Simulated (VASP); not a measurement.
Data:

```xyz
3
Lattice="0.0000 2.6474 2.6474 2.6474 0.0000 2.6474 2.6474 2.6474 0.0000" Properties=species:S:1:pos:R:3 pbc="T T T"
Si     1.3237     1.3237     1.3237
Si     3.9711     3.9711     3.9711
Ni     0.0000     0.0000     0.0000
```

Calculation: PBE GGA, VASP's PBE PAW potentials (set 64) (plane waves; VASP). Settings: 480 eV cut-off, 10×10×10 Γ-centred mesh, first-order Methfessel-Paxton smearing of 0.10 eV, potentials Si Ni.

### Question
Estimate the energy per atom (σ→0), pressure, band gap (on the k-mesh) with the smallest direct gap where there is one.

### Answer

```json
{
  "band gap (on the k-mesh)": "none (metal, semimetal or under 0.01 eV)",
  "energy per atom (σ→0)": "-5743 meV/atom",
  "pressure": "15.01 GPa"
}
```

The absolute energy has meaning only against runs of the same code, potentials and settings.

The compound is NiSi2 in the fluorite structure. It was relaxed first under an external pressure of 15 GPa. The run is not spin-polarised, so no magnetic state was tried.
